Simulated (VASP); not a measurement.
A convergence study with VASP on ZrB$_{2}$ (space group no. 191 when undisturbed): one setting is varied, all else stays as given below, so the limit is that of these other settings. One atom is moved off its site, so that forces are finite.

```yaml
crystal:
  lattice:
    - [1.59292, -2.75903, 0.00000]
    - [1.59292, 2.75903, 0.00000]
    - [0.00000, 0.00000, 3.54765]
  atoms:
    - { symbol: Zr, position: [0.00000, 0.00000, 0.01409] }
    - { symbol: B, position: [0.33333, 0.66667, 0.50000] }
    - { symbol: B, position: [0.66667, 0.33333, 0.50000] }
```

Calculation: PBE GGA, VASP's PBE PAW potentials (set 64) (plane waves; VASP). The tightest run used: 960 eV cut-off, 12×12×9 Γ-centred mesh, Fermi-Dirac smearing of 0.10 eV, potentials Zr_sv B.

| setting | E (eV/atom) | pressure (GPa) | largest force (eV/Å) | plane waves |
|---|---|---|---|---|
| ENCUT = 140 | -7.4383 | -180.73 | 0.896 | 129 |
| ENCUT = 160 | -7.8185 | -92.67 | 0.466 | 151 |
| ENCUT = 180 | -8.0524 | -46.99 | 0.509 | 182 |
| ENCUT = 200 | -8.1710 | -23.30 | 0.627 | 213 |
| ENCUT = 220 | -8.2361 | -11.99 | 0.680 | 240 |
| ENCUT = 240 | -8.2698 | -7.01 | 0.689 | 276 |
| ENCUT = 280 | -8.3007 | -4.26 | 0.688 | 346 |
| ENCUT = 320 | -8.3161 | -3.34 | 0.695 | 418 |

Question: These are the cheaper rows. Estimate the results at ENCUT = 960, and how far the last row shown lies from them.

Answer: 
| quantity | tightest run | last row shown is off by |
|---|---|---|
| E (eV/atom) | -8.3216 | 0.0055 |
| pressure (GPa) | -2.08 | -1.26 |
| largest force (eV/Å) | 0.685 | 0.009 |

Left out are rungs that failed or repeat a setting and relaxations that didn't move; long series are thinned to 24 rows.

The structure is a typed ZrB2 crystal (space group no. 191). The cell was not relaxed at this level, it is distorted from the ideal structure.
